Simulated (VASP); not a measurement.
These are PBEsol GGA, VASP's PBE PAW potentials (set 64) (plane waves; VASP) values and carry that method's errors.

The input files of a VASP run:

### INCAR
```
LORBIT = 11   ! lm-projected
ENCUT = 400
ALGO = Normal   ! blocked Davidson
LMAXMIX = 4   ! l cut-off of mixed one-centre charges
ISMEAR = -5   ! tetrahedra, Bloechl
LCHARG = .True.
NEDOS = 601   ! DOS grid
LASPH = .True.   ! aspherical one-centre terms
NELM = 100
LEFG = .True.
LWAVE = .False.
LREAL = .False.
ISIF = 2
GGA = PS
EDIFF = 1E-7   ! SCF stop (eV)
SYSTEM = Ga3InP4
PREC = Accurate
```

**POSCAR**
```
Ga3InP4
3.9186720
  0.0000000000   0.7071067776   0.7071067776
  0.7071067776   0.0000000000   0.7071067776
  2.8341943614   2.8341943614  -0.0057672509
In P Ga
1 4 3
Cart
  2.8308733258   2.8308733258  -0.0024462152
  0.3788129888   0.3788129888   0.3282937887
  1.0700574394   1.0700574394   0.3441561159
  1.7636884512   1.7636884512   0.3576318815
  2.4574126947   2.4574126947   0.3710144161
  1.4309642548   1.4309642548   1.3974628558
  1.4170321229   1.4170321229  -0.0028185677
  2.1106983138   2.1106983138   0.0106220191
```

File KPOINTS:
```
K-points
0
gamma
 8 8 2
```

POTCAR, in this order: In_d P Ga_d (PBE.64 set). Program: vasp_std.

Unless said otherwise, spin-orbit coupling is left out, though it shifts the bands of the heavy elements here.

Task: What does the run give for the energy per atom (σ→0), band gap (on the k-mesh)?

Result: 
The energy per atom (σ→0) comes out as -4.837 eV/atom. The band gap (on the k-mesh) is 1.01 eV.

File OSZICAR:
```
...
DAV:  11    -0.386946238846E+02   -0.14269E-03   -0.75586E-04  2112   0.313E-01    0.382E-02
DAV:  12    -0.386946292208E+02   -0.53363E-05   -0.15604E-04  2101   0.122E-01    0.218E-02
DAV:  13    -0.386946317766E+02   -0.25558E-05   -0.32817E-05  2304   0.137E-01    0.140E-02
DAV:  14    -0.386946343324E+02   -0.25558E-05   -0.14381E-05  2301   0.610E-02    0.875E-03
DAV:  15    -0.386946344543E+02   -0.12183E-06   -0.34448E-06  2536   0.177E-02    0.567E-03
DAV:  16    -0.386946345680E+02   -0.11373E-06   -0.33957E-07  1628   0.392E-03    0.165E-03
DAV:  17    -0.386946345326E+02    0.35414E-07   -0.43750E-08  1096   0.554E-03
   1 F= -.38694635E+02 E0= -.38694635E+02  d E =0.000000E+00
```

The structure was generated: Ga3InP4 was put into an ordered model structure (R3m), which need not be its known phase. It was relaxed first.
